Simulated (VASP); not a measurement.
Output of a VASP run:

OSZICAR:
```
       N       E                     dE             d eps       ncg     rms          rms(c)
DAV:   1     0.111021458888E+03    0.11102E+03   -0.83119E+03  1048   0.159E+03
DAV:   2    -0.318143279924E+01   -0.11420E+03   -0.10556E+03  1106   0.361E+02
DAV:   3    -0.936619388847E+01   -0.61848E+01   -0.61610E+01  1208   0.874E+01
DAV:   4    -0.943249959740E+01   -0.66306E-01   -0.66298E-01  1136   0.937E+00
DAV:   5    -0.943322489898E+01   -0.72530E-03   -0.72530E-03  1181   0.101E+00    0.543E+00
DAV:   6    -0.854967094149E+01    0.88355E+00   -0.37545E+00  1254   0.192E+01    0.180E+00
DAV:   7    -0.854009338705E+01    0.95776E-02   -0.28580E-02  1046   0.255E+00    0.104E+00
DAV:   8    -0.854141346806E+01   -0.13201E-02   -0.26573E-02  1046   0.402E+00    0.115E-01
DAV:   9    -0.854218150172E+01   -0.76803E-03   -0.35937E-03  1172   0.672E-01    0.780E-02
DAV:  10    -0.854211917953E+01    0.62322E-04   -0.45943E-04  1073   0.333E-01    0.115E-02
DAV:  11    -0.854211741642E+01    0.17631E-05   -0.13534E-05  1169   0.590E-02    0.226E-03
DAV:  12    -0.854211754489E+01   -0.12847E-06   -0.92764E-07  1055   0.133E-02    0.139E-03
DAV:  13    -0.854211738214E+01    0.16275E-06   -0.15785E-07  1079   0.450E-03    0.469E-04
DAV:  14    -0.854211736307E+01    0.19061E-07   -0.14139E-08   628   0.174E-03
   1 F= -.86498847E+01 E0= -.86498847E+01  d E =-.149259E-14
```

File OUTCAR:
```
------------------------ aborting loop because EDIFF is reached ----------------------------------------
  Edisp (eV):   -0.10777
  FORCE on cell =-STRESS in cart. coord.  units (eV):
  Direction    XX          YY          ZZ          XY          YZ          ZX
  --------------------------------------------------------------------------------------
  Total       0.52098     0.52098     0.52098     0.00000     0.00000    -0.00000
  in kB      34.84033    34.84033    34.84033     0.00000     0.00000    -0.00000
  external pressure =       34.84 kB  Pullay stress =        0.00 kB
  volume of cell :       23.96
      direct lattice vectors                 reciprocal lattice vectors
     0.000000000  2.288089373  2.288089373    -0.218522933  0.218522933  0.218522933
     2.288089373  0.000000000  2.288089373     0.218522933 -0.218522933  0.218522933
     2.288089373  2.288089373  0.000000000     0.218522933  0.218522933 -0.218522933
  FREE ENERGIE OF THE ION-ELECTRON SYSTEM (eV)
  ---------------------------------------------------
  free  energy   TOTEN  =        -8.6498847147 eV

  energy  without entropy=       -8.6498847147  energy(sigma->0) =       -8.64988471
```
(Selected blocks of OUTCAR.)

POSCAR:
```
NaF
1
    0.0000000000     2.2880893729     2.2880893729
    2.2880893729     0.0000000000     2.2880893729
    2.2880893729     2.2880893729     0.0000000000
Na F
1 1
Direct
  0.0000000000   0.0000000000   0.0000000000
  0.5000000000   0.5000000000   0.5000000000
```

Question: Write an INCAR and KPOINTS that could have produced this output.

Answer: This is not unique; one that fits is the input of the run itself, PBE GGA with D4 dispersion, plane waves, VASP's PBE PAW potentials (set 64).

### INCAR
```
SYSTEM = NaF
PREC = Accurate; ENCUT = 520; LREAL = .FALSE.
LASPH = .TRUE.
EDIFF = 1E-7; NELM = 100; ALGO = Normal
ISMEAR = 0; SIGMA = 0.05
GGA = PE; IVDW = 13
ISIF = 2
LWAVE = .FALSE.; LCHARG = .FALSE.
```

### KPOINTS
```
Automatic mesh
0
Gamma
10 10 10
0 0 0
```

POTCAR, in this order: Na_pv F (PBE.64 set). Program: vasp_std.

The compound is NaF in the rock salt structure. This cell is one point of a volume scan, at 0.94 of the reference volume.
